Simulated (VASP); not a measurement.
**NaP2: band structure with RPBE+D3**

The system is NaP2.

```xyz
3
Lattice="4.1106 0.0000 0.0000 -2.0553 3.5599 0.0000 0.0000 0.0000 4.3893" Properties=species:S:1:pos:R:3 pbc="T T T"
Na    0.0000    0.0000    0.0000
P     0.0000    2.3733    2.1946
P     2.0553    1.1866    2.1946
```

The cell was built by a generator and needn't be a form met in nature.

```
Program                : VASP 6.6.1
Task                   : band structure
Functional             : RPBE
Dispersion             : D3
Potentials or basis    : VASP PAW PBE potentials, release 54 (Na_pv, P)
Cutoff                 : 520 eV
k mesh                 : 8 × 8 × 6
Occupations            : fermi-dirac, width 0.05 eV
Spin                   : no spin polarisation
Further INCAR settings : ALGO = Normal; EDIFF = 1e-06; NBANDS = 16
```

- Pressure: -0.7 GPa
- Band gap along the path: none (metal or under the smearing width)
- Dispersion energy per atom: -0.335 eV

Stress tensor (GPa, compression positive):
```
-1.56  0.00  0.00
 0.00 -1.56  0.00
 0.00  0.00  0.93
```

Levels at the corners of the path, in eV from the Fermi level:
```tsv
point	band 5	band 6	band 7	band 8	band 9	band 10	band 11	band 12
Γ	-5.04	-4.25	-4.25	-3.75	0.29	0.29	1.09	2.54
M	-10.35	-5.28	-2.44	-2.26	-0.63	3.25	4.13	4.95
M	-10.35	-5.28	-2.44	-2.26	-0.63	3.25	4.13	4.95
K	-11.19	-6.50	-1.46	-1.46	1.36	1.36	3.30	4.40
K	-11.19	-6.50	-1.46	-1.46	1.36	1.36	3.30	4.40
Γ	-5.04	-4.25	-4.25	-3.75	0.29	0.29	1.09	2.54
Γ	-5.04	-4.25	-4.25	-3.75	0.29	0.29	1.09	2.54
A	-5.33	-4.90	-4.16	-4.16	0.39	0.39	1.78	6.12
A	-5.33	-4.90	-4.16	-4.16	0.39	0.39	1.78	6.12
L	-10.20	-5.20	-3.50	-2.18	-2.01	4.52	4.63	4.67
L	-10.20	-5.20	-3.50	-2.18	-2.01	4.52	4.63	4.67
H	-11.08	-6.31	-2.68	-2.68	1.49	1.49	2.10	3.86
H	-11.08	-6.31	-2.68	-2.68	1.49	1.49	2.10	3.86
A	-5.33	-4.90	-4.16	-4.16	0.39	0.39	1.78	6.12
L	-10.20	-5.20	-3.50	-2.18	-2.01	4.52	4.63	4.67
M	-10.35	-5.28	-2.44	-2.26	-0.63	3.25	4.13	4.95
K	-11.19	-6.50	-1.46	-1.46	1.36	1.36	3.30	4.40
H	-11.08	-6.31	-2.68	-2.68	1.49	1.49	2.10	3.86
```

Run time: 78 s on 1 thread of Intel(R) Xeon(R) 6975P-C (Granite Rapids), with other jobs on the host, peak memory 0.27 GiB.

Caveat: the PAW data sets were made with another functional, which shifts forces and pressure a little; pairwise dispersion overbinds metals, which lowers pressure and volume.
